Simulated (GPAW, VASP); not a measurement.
## MoI: the functional in 2 programs

Space group F-43m (No. 216). a = 6.358 Å, b = 6.358 Å, c = 6.358 Å, α = 90.00°, β = 90.00°, γ = 90.00°
| atom | site | symmetry | x | y | z |
| --- | --- | --- | --- | --- | --- |
| Mo | 4a | -43m | 0.0000 | 0.0000 | 0.0000 |
| I | 4c | -43m | 0.2500 | 0.2500 | 0.2500 |

Kept alike: task band structure; k mesh 7 × 7 × 7; occupations fermi-dirac, width 0.05 eV; no spin polarisation. The mesh is that of the run's cell of 2 atoms. No spin-orbit coupling.

- A: GPAW; the program's PAW data sets (release 1.2.1) made for this functional (LDA, RPBE, revPBE); GPAW PAW data sets (gpaw-data 1.2.1) (PBE, r2SCAN); PAW data sets generated for this functional (PBEsol), cutoff 600 eV
- B: VASP; LDA PAW files I, Mo_sv, 520 eV (LDA); PBE PAW files I, Mo_sv, 520 eV (PBE, PBEsol, RPBE, r2SCAN, revPBE)

| functional | A: pressure (GPa) | B: pressure (GPa) |
| --- | --- | --- |
| LDA | -11.18 | ? |
| PBE | -6.94 | -7.40 |
| PBEsol | -9.75 | -10.20 |
| RPBE | -5.31 | -5.86 |
| r2SCAN | -7.52 | -8.12 |
| revPBE | -5.77 | -6.30 |

Pressure is positive in compression; plane-wave values hold the error of the finite cutoff. Values on potentials made for another functional: A at r2SCAN; B at PBEsol, RPBE, r2SCAN, revPBE. For a metal such a mesh leaves the last digits unconverged.

Problem. Estimate the value left open.

Solution. In the median of the other rows B lies -0.53 GPa from the other column, which points to -11.71; the run gave -11.51 GPa, +0.20 from it.
